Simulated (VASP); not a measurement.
Here is the system:

```xyz
96
Lattice="10.1256 0.0000 0.0000 0.0000 10.1256 0.0000 0.0000 0.0000 10.1256" Properties=species:S:1:pos:R:3 pbc="T T T"
Hf     5.0628     0.0000     0.0000
Hf     7.5942     2.5314     0.0000
Hf     7.5942     0.0000     2.5314
Hf     0.0000     0.0000     0.0000
Hf     2.5314     2.5314     0.0000
Hf     5.0628     5.0628     0.0000
Hf     7.5942     7.5942     0.0000
Hf     2.5314     0.0000     2.5314
Hf     5.0628     2.5314     2.5314
Hf     7.5942     5.0628     2.5314
Hf     5.0628     0.0000     5.0628
Hf     7.5942     2.5314     5.0628
Hf     7.5942     0.0000     7.5942
Hf     0.0000     5.0628     0.0000
Hf     2.5314     7.5942     0.0000
Hf     0.0000     2.5314     2.5314
Hf     2.5314     5.0628     2.5314
Hf     5.0628     7.5942     2.5314
Hf     0.0000     0.0000     5.0628
Hf     2.5314     2.5314     5.0628
Hf     5.0628     5.0628     5.0628
Hf     7.5942     7.5942     5.0628
Hf     2.5314     0.0000     7.5942
Hf     5.0628     2.5314     7.5942
Hf     7.5942     5.0628     7.5942
Hf     0.0000     7.5942     2.5314
Hf     0.0000     5.0628     5.0628
Hf     2.5314     7.5942     5.0628
Hf     0.0000     2.5314     7.5942
Hf     2.5314     5.0628     7.5942
Hf     5.0628     7.5942     7.5942
Hf     0.0000     7.5942     7.5942
O      6.3285     1.2657     1.2657
O      8.8599     3.7971     3.7971
O      8.8599     3.7971     1.2657
O      1.2657     6.3285     3.7971
O      8.8599     1.2657     3.7971
O      1.2657     3.7971     6.3285
O      1.2657     1.2657     1.2657
O      3.7971     3.7971     3.7971
O      3.7971     3.7971     1.2657
O      6.3285     6.3285     3.7971
O      6.3285     6.3285     1.2657
O      8.8599     8.8599     3.7971
O      8.8599     8.8599     1.2657
O      1.2657     1.2657     3.7971
O      3.7971     1.2657     3.7971
O      6.3285     3.7971     6.3285
O      6.3285     3.7971     3.7971
O      8.8599     6.3285     6.3285
O      8.8599     6.3285     3.7971
O      1.2657     8.8599     6.3285
O      6.3285     1.2657     6.3285
O      8.8599     3.7971     8.8599
O      8.8599     3.7971     6.3285
O      1.2657     6.3285     8.8599
O      8.8599     1.2657     8.8599
O      1.2657     3.7971     1.2657
O      1.2657     6.3285     1.2657
O      3.7971     8.8599     3.7971
O      3.7971     8.8599     1.2657
O      6.3285     1.2657     3.7971
O      1.2657     3.7971     3.7971
O      3.7971     6.3285     6.3285
O      3.7971     6.3285     3.7971
O      6.3285     8.8599     6.3285
O      6.3285     8.8599     3.7971
O      8.8599     1.2657     6.3285
O      1.2657     1.2657     6.3285
O      3.7971     3.7971     8.8599
O      3.7971     3.7971     6.3285
O      6.3285     6.3285     8.8599
O      6.3285     6.3285     6.3285
O      8.8599     8.8599     8.8599
O      8.8599     8.8599     6.3285
O      1.2657     1.2657     8.8599
O      3.7971     1.2657     8.8599
O      6.3285     3.7971     1.2657
O      6.3285     3.7971     8.8599
O      8.8599     6.3285     1.2657
O      8.8599     6.3285     8.8599
O      1.2657     8.8599     1.2657
O      1.2657     8.8599     3.7971
O      3.7971     1.2657     6.3285
O      1.2657     6.3285     6.3285
O      3.7971     8.8599     8.8599
O      3.7971     8.8599     6.3285
O      6.3285     1.2657     8.8599
O      1.2657     3.7971     8.8599
O      3.7971     6.3285     1.2657
O      3.7971     6.3285     8.8599
O      6.3285     8.8599     1.2657
O      6.3285     8.8599     8.8599
O      8.8599     1.2657     1.2657
O      1.2657     8.8599     8.8599
O      3.7971     1.2657     1.2657
```

Computed with PBE GGA, VASP's PBE PAW potentials (set 64) (plane waves; VASP). Run with PREC = Normal, LREAL = Auto, EDIFF = 1E-5, 400 eV cut-off, 1×1×1 Γ-centred mesh, Gaussian smearing of 0.050 eV, potentials Hf O.

At this cut-off the stress carries a Pulay error, which pulls relaxed volumes low. The supercell is sampled at Γ alone, which is coarse: total energies, pressure and levels can be off, energies of defects by several tenths of an eV.

Q: Predict the energy per atom (σ→0), pressure.

A: 
```json
{
  "energy per atom (σ→0)": "-10095 meV/atom",
  "pressure": "-57.2 kbar"
}
```

Total energies compare only between runs with the same potentials, cut-off and functional.

The cell is a supercell, built from HfO2 (fluorite, the high-temperature cubic form, which is unstable at 0 K; the monoclinic form is the stable one).
